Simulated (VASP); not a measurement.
All values below come from optB88-vdW, VASP's PBE PAW potentials (set 64) (plane waves; VASP 6.6.1).

Input for VASP

### INCAR
```
! general
SYSTEM  =AuZn
PREC    =Accurate
ENCUT   =520
LREAL   =F
LASPH   =T
ICHARG  =11

! electronic loop
EDIFF   =1E-7
NELM    =100
ALGO    =Normal
LMAXMIX =6

! smearing
ISMEAR  =0
SIGMA   =0.05

! functional
GGA     =BO
LUSE_VDW=T
AGGAC   =0.0
PARAM1  =0.1833333333
PARAM2  =0.22

! output
LWAVE   =F
LCHARG  =F
LORBIT  =11
```

**KPOINTS**
```
k-points along high-symmetry lines
15
Line-mode
Reciprocal
  0.000000   0.000000   0.000000 ! GAMMA
  0.000000   0.500000   0.000000 ! X

  0.000000   0.500000   0.000000 ! X
  0.500000   0.500000   0.000000 ! M

  0.500000   0.500000   0.000000 ! M
  0.000000   0.000000   0.000000 ! GAMMA

  0.000000   0.000000   0.000000 ! GAMMA
  0.500000   0.500000   0.500000 ! R

  0.500000   0.500000   0.500000 ! R
  0.000000   0.500000   0.000000 ! X

  0.500000   0.500000   0.500000 ! R
  0.500000   0.500000   0.000000 ! M
```

POSCAR:
```
AuZn
1
    3.1868661034     0.0000000000     0.0000000000
    0.0000000000     3.1868661034     0.0000000000
   -0.0000000000    -0.0000000000     3.1868661034
Zn Au
1 1
Direct
  0.5000000000   0.5000000000   0.5000000000
  0.0000000000   0.0000000000   0.0000000000
```

POTCAR, in this order: Zn Au (PBE.64 set). Program: vasp_std. Read from the step before: CHGCAR.

The run wrote:

### OSZICAR
```
       N       E                     dE             d eps       ncg     rms          rms(c)
DAV:   1     0.139225707148E+03    0.13923E+03   -0.11864E+04  2732   0.198E+03
DAV:   2     0.663716679993E+01   -0.13259E+03   -0.12713E+03  2889   0.351E+02
DAV:   3     0.220731007039E+01   -0.44299E+01   -0.44113E+01  3190   0.727E+01
DAV:   4     0.217809848776E+01   -0.29212E-01   -0.29209E-01  3274   0.523E+00
DAV:   5     0.217772116484E+01   -0.37732E-03   -0.37732E-03  3274   0.583E-01
DAV:   6     0.217771201560E+01   -0.91492E-05   -0.91489E-05  3295   0.788E-02
DAV:   7     0.217771175059E+01   -0.26501E-06   -0.26513E-06  3372   0.145E-02
DAV:   8     0.217771174355E+01   -0.70363E-08   -0.67749E-08  2549   0.230E-03
   1 F= 0.21777117E+01 E0= 0.21779582E+01  d E =-.492952E-03
```

### OUTCAR
```
 val. band max:        7.3278316971   @ k =   0.4643   0.5000   0.0000

 cond. band min:       7.4160322777   @ k =   0.5000   0.5000   0.2143



 k-point     1 :       0.0000    0.0000    0.0000
  band No.  band energies     occupation
      1      -3.7225      2.00000
      2      -1.5515      2.00000
      3      -1.5515      2.00000
      4      -0.9884      2.00000
      5      -0.9884      2.00000
      6      -0.9884      2.00000
      7       1.2011      2.00000
      8       1.2011      2.00000
      9       2.8156      2.00000
     10       2.8156      2.00000
     11       2.8156      2.00000
     12      11.4521      0.00000
     13      11.4521      0.00000
     14      11.4521      0.00000
     15      14.6534      0.00000

 k-point     2 :       0.0000    0.0357    0.0000
  band No.  band energies     occupation
      1      -3.7004      2.00000
      2      -1.5474      2.00000
      3      -1.5456      2.00000
      4      -0.9887      2.00000
      5      -0.9887      2.00000
      6      -0.9868      2.00000
      7       1.1984      2.00000
      8       1.2076      2.00000
      9       2.7996      2.00000
     10       2.7996      2.00000
     11       2.8141      2.00000
     12      11.2323      0.00000
     13      11.4929      0.00000
     14      11.4929      0.00000
     15      14.8120      0.00000

 k-point     3 :       0.0000    0.0714    0.0000
  band No.  band energies     occupation
      1      -3.6344      2.00000
      2      -1.5354      2.00000
      3      -1.5283      2.00000
      4      -0.9896      2.00000
      5      -0.9896      2.00000
      6      -0.9820      2.00000
      7       1.1904      2.00000
      8       1.2270      2.00000
      9       2.7530      2.00000
     10       2.7530      2.00000
     11       2.8096      2.00000
     12      10.6887      0.00000
     13      11.6140      0.00000
     14      11.6140      0.00000
     15      15.1646      0.00000

...
```

The density is held fixed in this step, so its total energy and stress have no physical meaning. Unless said otherwise, spin-orbit coupling is left out, though it shifts the bands of the heavy elements here.

The compound is AuZn in the CsCl type structure. It was relaxed first. The electron count is odd and the run is not spin-polarised, which forces a metal.
